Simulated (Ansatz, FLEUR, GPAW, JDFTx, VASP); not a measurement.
## PbF2: programs and potentials compared

```
Pb F
1.0
     0.00000    2.96366    2.96366
     2.96366    0.00000    2.96366
     2.96366    2.96366    0.00000
Pb F
1 2
Direct
  0.00000 0.00000 0.00000
  0.75000 0.75000 0.75000
  0.25000 0.25000 0.25000
```

Alike in all runs: task equation of state; functional PBEsol; k mesh 8 × 8 × 8; occupations fermi-dirac, width 0.05 eV; no spin polarisation; no spin-orbit coupling.

```tsv
program and potentials	plane-wave cutoff (eV)	notes	equilibrium volume (Å³/atom)	bulk modulus (GPa)
Ansatz, Ansatz PAW	420	potentials made for PBE, which Ansatz adapts in part	17.10	76.3
JDFTx, PseudoDojo-SR-PBEsol-0.4.1-standard with smoothed tails	1143	-	17.12	76.6
FLEUR, all-electron, FLAPW	-	-	17.10	74.2
GPAW, PAW data sets generated for this functional	800	-	17.06	75.4
VASP, PBE PAW files F, Pb_d, 520 eV	520	potentials made for PBE	17.13	76.3
Ansatz, all-electron LAPW, scalar-relativistic	-	-	17.10	76.3
```

The equilibrium volume spans 17.06 (GPAW, PAW data sets generated for this functional) to 17.13 Å³/atom (VASP, PBE PAW files F, Pb_d, 520 eV), with all-electron results at 17.10. The bulk modulus spans 74.2 (FLEUR, all-electron, FLAPW) to 76.6 GPa (JDFTx, PseudoDojo-SR-PBEsol-0.4.1-standard with smoothed tails), with all-electron results at 74.2 to 76.3.

Differences between rows come from potentials, basis sets and numerical settings, since the functional is the same but for its coding. Runs on potential files found faulty are left out.
